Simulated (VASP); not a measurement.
Method: PBEsol GGA, VASP's PBE PAW potentials (set 64) (plane waves; VASP).

A VASP calculation is set up with these files.

File KPOINTS:
```
K-points
0
G
14 14 10
```

### INCAR
```
# general
SYSTEM  = TiAl
PREC    = Accurate
ENCUT   = 500
LREAL   = .False.   # projection in real space or not
LASPH   = .True.   # aspherical one-centre terms

# electronic loop
EDIFF   = 1E-6   # SCF stop (eV)
NELM    = 100
ALGO    = Normal   # blocked Davidson
LMAXMIX = 4   # l cut-off of mixed one-centre charges

# smearing
ISMEAR  = 1   # Methfessel-Paxton
SIGMA   = 0.1   # width (eV)

# functional
GGA     = PS   # PBEsol

# ions
IBRION  = 2   # conjugate gradients
NSW     = 40   # most ionic steps
ISIF    = 3   # ions, shape and volume
EDIFFG  = -0.02
PSTRESS = 300

# output
LWAVE   = .False.
LCHARG  = .False.
```

POSCAR:
```
TiAl
1.0
  2.6320850285   0.0000000000   0.0000000000
  0.0000000000   2.6320850285   0.0000000000
  0.0000000000   0.0000000000   3.8140182243
Ti Al
1 1
Cartesian
  0.0000000000   0.0000000000   0.0000000000
  1.3160425143   1.3160425143   1.9070091121
```

POTCAR, in this order: Ti_sv Al (PBE.64 set). Program: vasp_std.

What VASP printed:

### OUTCAR
```
 ion  position               nearest neighbor table
   1  0.000  0.000  0.000-   2 2.66   2 2.66   2 2.66   2 2.66   2 2.66   2 2.66   2 2.66   2 2.66
  LATTYP: Found a simple tetragonal cell.
 ALAT       =     2.6320850285
 C/A-ratio  =     1.4490482576
 Subroutine PRICEL returns:
 Original cell was already a primitive cell.
 Subroutine GETGRP returns: Found 16 space group operations
The static configuration has the point symmetry D_4h.
The dynamic configuration has the point symmetry D_4h.
 Subroutine INISYM returns: Found 16 space group operations
 Subroutine IBZKPT returns following result:
 Found    216 irreducible k-points:

 Following reciprocal coordinates:
            Coordinates               Weight
  0.000000  0.000000  0.000000      1.000000
  0.071429  0.000000  0.000000      4.000000
  0.142857  0.000000  0.000000      4.000000
  0.214286  0.000000  0.000000      4.000000
  0.285714  0.000000  0.000000      4.000000
  0.357143  0.000000  0.000000      4.000000
  0.428571  0.000000  0.000000      4.000000
  0.500000  0.000000  0.000000      2.000000
  0.071429  0.071429  0.000000      4.000000
  0.142857  0.071429  0.000000      8.000000
  0.214286  0.071429  0.000000      8.000000
  0.285714  0.071429  0.000000      8.000000
  0.357143  0.071429  0.000000      8.000000
  0.428571  0.071429  0.000000      8.000000
  0.500000  0.071429  0.000000      4.000000
  0.142857  0.142857  0.000000      4.000000
  0.214286  0.142857  0.000000      8.000000
  0.285714  0.142857  0.000000      8.000000
  0.357143  0.142857  0.000000      8.000000
  0.428571  0.142857  0.000000      8.000000
  0.500000  0.142857  0.000000      4.000000
  0.214286  0.214286  0.000000      4.000000
  0.285714  0.214286  0.000000      8.000000
  0.357143  0.214286  0.000000      8.000000
...
```

**OSZICAR**
```
       N       E                     dE             d eps       ncg     rms          rms(c)
DAV:   1     0.914112546513E+02    0.91411E+02   -0.74636E+03  4755   0.141E+03
DAV:   2    -0.861493669470E+01   -0.10003E+03   -0.97060E+02  4824   0.340E+02
DAV:   3    -0.140190610888E+02   -0.54041E+01   -0.51553E+01  7133   0.783E+01
DAV:   4    -0.142229037687E+02   -0.20384E+00   -0.20261E+00  5868   0.130E+01
DAV:   5    -0.142315846766E+02   -0.86809E-02   -0.86776E-02  6735   0.238E+00    0.126E+01
DAV:   6    -0.129270409995E+02    0.13045E+01   -0.95858E+00  5665   0.376E+01    0.389E+00
DAV:   7    -0.128345357742E+02    0.92505E-01   -0.65765E-01  5284   0.949E+00    0.276E+00
DAV:   8    -0.128289621444E+02    0.55736E-02   -0.11977E-01  5266   0.391E+00    0.486E-01
DAV:   9    -0.128296373459E+02   -0.67520E-03   -0.18949E-02  6428   0.184E+00    0.279E-01
DAV:  10    -0.128300230273E+02   -0.38568E-03   -0.12560E-03  5622   0.421E-01    0.785E-02
DAV:  11    -0.128300122133E+02    0.10814E-04   -0.32604E-04  5931   0.231E-01    0.442E-02
DAV:  12    -0.128300135858E+02   -0.13725E-05   -0.29625E-05  5285   0.684E-02    0.111E-02
DAV:  13    -0.128300129686E+02    0.61718E-06   -0.81485E-07  3341   0.119E-02
   1 F= -.78824279E+01 E0= -.78827412E+01  d E =-.788243E+01
```

File OUTCAR:
```
------------------------ aborting loop because EDIFF is reached ----------------------------------------
  FORCE on cell =-STRESS in cart. coord.  units (eV):
  Direction    XX          YY          ZZ          XY          YZ          ZX
  --------------------------------------------------------------------------------------
  Total        4.9343167      4.9343167      4.9340998      0.0000000      0.0000000      0.0000000
  in kB      299.1954680    299.1954680    299.1823140      0.0000000      0.0000000      0.0000000
  external PRESSURE =      -0.8089166 kB  Pullay stress =     300.0000000 kB
  volume of cell :       26.42
      direct lattice vectors                 reciprocal lattice vectors
     2.632085029  0.000000000  0.000000000     0.379926936  0.000000000  0.000000000
     0.000000000  2.632085029  0.000000000     0.000000000  0.379926936  0.000000000
     0.000000000  0.000000000  3.814018224     0.000000000  0.000000000  0.262190672
 POSITION                                       TOTAL-FORCE (eV/Angst)
 -----------------------------------------------------------------------------------
      0.00000      0.00000      0.00000         0.000000      0.000000      0.000000
      1.31604      1.31604      1.90701         0.000000      0.000000      0.000000
 -----------------------------------------------------------------------------------
    total drift:                               -0.000000      0.000000     -0.000000
  FREE ENERGIE OF THE ION-ELECTRON SYSTEM (eV)
  ---------------------------------------------------
  free  energy   TOTEN  =       -12.8300129686 eV

  energy  without entropy=      -12.8309526949  energy(sigma->0) =      -12.83032621
  enthalpy is  TOTEN    =        -7.8824279480 eV   P V=        4.9475850206

 reached required accuracy - stopping structural energy minimisation
```
(Selected blocks of OUTCAR.)

The compound is TiAl in the L1_0 structure. It was relaxed first under an external pressure of 30 GPa. The electron count is odd and the run is not spin-polarised, which forces a metal.
